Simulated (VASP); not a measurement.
Computed with PBE GGA, VASP's PBE PAW potentials (set 64) (plane waves; VASP).

The input files of a VASP run:

### INCAR
```
ALGO = All
EDIFF = 1E-6
ENCUT = 520
GGA = PE
ISMEAR = 0
ISPIN = 2
ISYM = 0
LASPH = .TRUE.
LCHARG = .FALSE.
LORBIT = 10
LREAL = .FALSE.
LWAVE = .FALSE.
MAGMOM = 1
NELM = 200
NUPDOWN = 1
PREC = Normal
SIGMA = 0.01
SYSTEM = B atom
```

### POSCAR
```
B atom
1
   12.0000000000     0.0000000000     0.0000000000
    0.0000000000    12.5000000000     0.0000000000
    0.0000000000     0.0000000000    13.0000000000
B
1
Direct
  0.0000000000   0.0000000000   0.0000000000
```

KPOINTS:
```
Regular mesh
0
Gamma
1 1 1
0 0 0
```

POTCAR, in this order: B (PBE.64 set). Program: vasp_gam. Read from the step before: WAVECAR.

Output

### OSZICAR
```
       N       E                     dE             d eps       ncg     rms           ort
SDA:   1    -0.279386664893E+00   -0.27939E+00    0.00000E+00     6   0.339E-07   0.000E+00
SDA:   2    -0.280402049514E+00   -0.10154E-02   -0.65892E-03     6   0.507E-03   0.806E-06
SDA:   3    -0.436386745542E+00   -0.15598E+00   -0.16483E+00     6   0.453E-01   0.245E-02
CGA:   4    -0.459220028492E+00   -0.22833E-01   -0.22804E-01     6   0.104E-01   0.386E-06
CGA:   5    -0.462842836435E+00   -0.36228E-02   -0.36273E-02     6   0.140E-02   0.488E-05
CGA:   6    -0.463334871373E+00   -0.49203E-03   -0.49245E-03     6   0.190E-03   0.893E-08
CGA:   7    -0.463404208906E+00   -0.69338E-04   -0.69339E-04     6   0.206E-04   0.136E-07
CGA:   8    -0.463412283498E+00   -0.80746E-05   -0.80724E-05     6   0.298E-05  -0.412E-07
CGA:   9    -0.463413632981E+00   -0.13495E-05   -0.13546E-05     6   0.874E-06   0.299E-07
CGA:  10    -0.463414300212E+00   -0.66723E-06   -0.66693E-06     6   0.794E-06   0.493E-08
CGA:  11    -0.463415455961E+00   -0.11557E-05   -0.11562E-05     6   0.204E-05  -0.427E-08
CGA:  12    -0.463419644526E+00   -0.41886E-05   -0.43521E-05     6   0.844E-05  -0.989E-07
CGA:  13    -0.463430236051E+00   -0.10592E-04   -0.10457E-04     6   0.161E-04   0.138E-05
CGA:  14    -0.463450153441E+00   -0.19917E-04   -0.14868E-04     6   0.100E-04   0.193E-05
CGA:  15    -0.463456226409E+00   -0.60730E-05   -0.60866E-05     6   0.355E-05   0.122E-05
CGA:  16    -0.463458246135E+00   -0.20197E-05   -0.21796E-05     6   0.183E-05   0.316E-06
CGA:  17    -0.463459258827E+00   -0.10127E-05   -0.10921E-05     6   0.918E-06   0.756E-07
CGA:  18    -0.463459719320E+00   -0.46049E-06   -0.47404E-06     6   0.407E-06   0.283E-07
   1 F= -.46345972E+00 E0= -.46345972E+00  d E =-.452372E-13  mag=     1.0000
```

### OUTCAR
```
------------------------ aborting loop because EDIFF is reached ----------------------------------------
  FORCE on cell =-STRESS in cart. coord.  units (eV):
  Direction    XX          YY          ZZ          XY          YZ          ZX
  --------------------------------------------------------------------------------------
  Total       -0.0028336     -0.0018464     -0.0035121     -0.0002466     -0.0001096     -0.0020802
  in kB       -0.0023281     -0.0015171     -0.0028857     -0.0002026     -0.0000901     -0.0017091
  external PRESSURE =      -0.0022436 kB  Pullay stress =       0.0000000 kB
  volume of cell :     1950.00
      direct lattice vectors                 reciprocal lattice vectors
    12.000000000  0.000000000  0.000000000     0.083333333  0.000000000  0.000000000
     0.000000000 12.500000000  0.000000000     0.000000000  0.080000000  0.000000000
     0.000000000  0.000000000 13.000000000     0.000000000  0.000000000  0.076923077
 POSITION                                       TOTAL-FORCE (eV/Angst)
 -----------------------------------------------------------------------------------
      0.00000      0.00000      0.00000         0.000002      0.000000     -0.000000
 -----------------------------------------------------------------------------------
    total drift:                                0.000002      0.000000     -0.000000
  FREE ENERGIE OF THE ION-ELECTRON SYSTEM (eV)
  ---------------------------------------------------
  free  energy   TOTEN  =        -0.4634597193 eV

  energy  without entropy=       -0.4634597193  energy(sigma->0) =       -0.46345972

 total charge

# of ion       s       p       d       tot
------------------------------------------
    1        0.939   0.409   0.000   1.348

 magnetization (x)

# of ion       s       p       d       tot
------------------------------------------
    1        0.012   0.409   0.000   0.421
```
(Selected blocks of OUTCAR.)

The atom may not be in its lowest state.

The cell is a free atom in a box.
